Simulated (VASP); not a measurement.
Runs of VASP 6.6.1 on Ge. The structure is cubic, space group Fd-3m (No. 227). The conventional cell has a = 5.674 Å, b = 5.674 Å, c = 5.674 Å, α = 90.00°, β = 90.00°, γ = 90.00°. Ge (site symmetry -43m) is surrounded by 4 Ge at 2.46 Å. 

```csv
level,potentials or basis,k mesh,cutoff (eV),smearing,gap on the mesh (eV),pressure (GPa)
PBEsol,"VASP PAW PBE potentials, release 64 (Ge_d)",20 × 20 × 20,520,gaussian 0.1 eV,none,(a)
PBEsol,"VASP PAW PBE potentials, release 64 (Ge_d)",14 × 14 × 14,520,gaussian 0.5 eV,none,0.0
PBEsol,"VASP PAW PBE potentials, release 64 (Ge_h)",14 × 14 × 14,900,gaussian 0.1 eV,none,0.0
r2SCAN,"VASP PAW PBE potentials, release 64 (Ge_d)",14 × 14 × 14,520,gaussian 0.1 eV,0.32,0.1
PBEsol,"VASP PAW PBE potentials, release 64 (Ge_d)",14 × 14 × 14,700,gaussian 0.1 eV,none,0.0
```

Alike in all rows: task single point; no spin polarisation; cell as given.

Task: Estimate the missing entries.

Result: (a) -0.4.

Caveats: the PAW data sets were made with another functional, which shifts forces and pressure a little; this crystal is a semiconductor, whose small gap the functional closes, so the metal is an error of the method (some runs).

A k mesh can miss the band edges, and the runs leave out spin-orbit coupling on Ge.

A gap of «none» marks a metal or a gap under the smearing width.
